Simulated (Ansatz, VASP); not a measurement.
Two plane-wave programs on TaGaMo3

```
CELL_PARAMETERS angstrom
4.55203 0.00000 0.00000
0.00000 4.55203 0.00000
0.00000 0.00000 4.55203
ATOMIC_POSITIONS crystal
Ta 0.00000 0.00000 0.00000
Ga 0.50000 0.50000 0.50000
Mo 0.00000 0.50000 0.50000
Mo 0.50000 0.00000 0.50000
Mo 0.50000 0.50000 0.00000
```

Change from the starting cell: species swapped into the CeBPd3 type (Pm-3m, No. 221).

Alike in both runs: functional PBE; k mesh 4 × 4 × 4; occupations gaussian, width 0.1 eV; no spin polarisation.

Ansatz relaxed the structure, and its values are those at the end. VASP's run is a single point on that final structure, the one shown.

|  | VASP | Ansatz |
| --- | --- | --- |
| version | VASP 6.6.1 | Ansatz 0.2.0 |
| potentials or method | VASP PAW PBE potentials, release 64 (Ta_pv, Ga_d, Mo_sv) | scalar-relativistic, plane waves, PAW |
| plane-wave cutoff (eV) | 520 | 420 |
| valence electrons in the cell | 66 | 68 |

Ansatz gave:

| Quantity | Value |
| --- | --- |
| gap on the k mesh at the Fermi level (eV) | none |
| pressure (GPa) | 0.1 |

Problem. Which values does VASP return?

Solution. gap on the k mesh at the Fermi level (eV): none; pressure (GPa): 0.7.

A gap of «none» marks a metal or a gap that the smearing closes. With one functional, cell and mesh, what is left measures potentials, basis and numerics. The two sets of potentials don't hold the same shells in valence.

The runs have no spin-orbit coupling, so splittings on Ta are missing.
